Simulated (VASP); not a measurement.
Level of theory: r2SCAN meta-GGA, VASP's PBE PAW potentials (set 64) (plane waves; VASP).

A VASP calculation is set up with these files.

**INCAR**
```
# general
SYSTEM =Ir(210) slab
PREC   =Normal
ENCUT  =400   # plane-wave cut-off (eV)
LREAL  =.False.
LASPH  =.True.   # aspherical one-centre terms

# electronic loop
EDIFF  =1E-6
NELM   =100
NELMIN =4
ALGO   =Normal   # blocked Davidson
LMAXMIX=6   # l cut-off of mixed one-centre charges
LMIXTAU=.True.

# smearing
ISMEAR =1
SIGMA  =0.1

# functional
METAGGA=R2SCAN

# output
LWAVE  =.False.
LCHARG =.False.
LORBIT =11
LVHAR  =.True.

# other
LDIPOL =.True.
IDIPOL =3
DIPOL  =0.5 0.5 0.5
```

**POSCAR**
```
Ir(210) slab
1
    4.7176502659     0.0000000000     0.0000000000
    3.1451005116     3.5163287559     0.0000000000
    0.0000000000     0.0000000000    25.3825166627
Ir
12
Direct
  0.3514778030   0.3514778030   0.3201621822
  0.6522912820   0.6522912820   0.3495565447
  0.9545096902   0.9545096902   0.3781797179
  0.2461241328   0.2461241328   0.4163936784
  0.5467250446   0.5467250446   0.4499105235
  0.8503387064   0.8503387064   0.4824382762
  0.1496612936   0.1496612936   0.5175617238
  0.4532749554   0.4532749554   0.5500894765
  0.7538758672   0.7538758672   0.5836063216
  0.0454903098   0.0454903098   0.6218202821
  0.3477087180   0.3477087180   0.6504434553
  0.6485221970   0.6485221970   0.6798378178
```

### KPOINTS
```
Automatic mesh
0
Gamma
8 8 1
0 0 0
```

POTCAR, in this order: Ir (PBE.64 set). Program: vasp_std. Read from the step before: WAVECAR.

Unless said otherwise, spin-orbit coupling is left out, though it shifts the bands of the heavy elements here.

Task: Predict the energy per atom (σ→0), band gap (on the k-mesh).

Result: 
| Quantity | Result |
|---|---|
| energy per atom (σ→0) | -51.799 eV/atom |
| band gap (on the k-mesh) | none (metal, semimetal or under 0.01 eV) |

**OSZICAR**
```
...
DAV:   1    -0.621594022460E+03   -0.62159E+03   -0.30418E-03  5048   0.377E-01    0.293E-01
DAV:   2    -0.621611493563E+03   -0.17471E-01   -0.83785E-02  5136   0.213E+00    0.150E+00
DAV:   3    -0.621592750334E+03    0.18743E-01   -0.52978E-02  5160   0.174E+00    0.695E-02
DAV:   4    -0.621592978026E+03   -0.22769E-03   -0.12362E-03  3432   0.141E-01    0.141E-02
DAV:   5    -0.621593005481E+03   -0.27455E-04   -0.83638E-05  4216   0.464E-02    0.126E-02
DAV:   6    -0.621593000807E+03    0.46742E-05   -0.77569E-06  2888   0.260E-02    0.537E-03
DAV:   7    -0.621593001308E+03   -0.50130E-06   -0.15832E-06  1952   0.966E-03
   1 F= -.62159300E+03 E0= -.62159176E+03  d E =-.372409E-02
```

The cell is a thin slab with vacuum, built from Ir (fcc): (210) face.
